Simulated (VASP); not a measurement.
ZnSe:

```xyz
2
Lattice="0.0000 2.8338 2.8338 2.8338 0.0000 2.8338 2.8338 2.8338 0.0000" Properties=species:S:1:pos:R:3 pbc="T T T"
Zn    0.0000    0.0000    0.0000
Se    1.4169    1.4169    1.4169
```

| Property | Result |
| --- | --- |
| Program | VASP 6.6.1 |
| Task | relaxation of cell and atoms |
| Functional | PBE |
| Potentials or basis | VASP PAW PBE potentials, release 64 (Zn, Se) |
| Cutoff | 520 eV |
| k mesh | 10 × 10 × 10 |
| Occupations | gaussian, width 0.02 eV |
| Spin | no spin polarisation |

At the start: pressure 2.4 GPa; volume 22.76 Å³/atom.

Problem. Where does the relaxation end?

Solution. Over 3 steps the energy falls by 6.2 meV/atom and the volume is 23.63 Å³/atom (+3.8 %); space group F-43m (No. 216, to 0.05 Å).

Step by step:
```tsv
step	energy change (eV)	largest force (eV/Å)	pressure (GPa)	volume (Å³)
1	0.0000	0.0000	2.36	45.51
2	-0.0115	0.0000	-0.56	47.76
3	-0.0124	0.0000	0.01	47.26
```

Final structure:
```cif
data_structure
_symmetry_space_group_name_H-M 'P 1'
_symmetry_Int_Tables_number 1
_cell_length_a 4.0583
_cell_length_b 4.0583
_cell_length_c 4.0583
_cell_angle_alpha 60.000
_cell_angle_beta 60.000
_cell_angle_gamma 60.000
_cell_volume 47.26
loop_
_atom_site_label
_atom_site_type_symbol
_atom_site_fract_x
_atom_site_fract_y
_atom_site_fract_z
_atom_site_occupancy
Zn1 Zn 0.00000 0.00000 0.00000 1
Se1 Se 0.25000 0.25000 0.25000 1
```
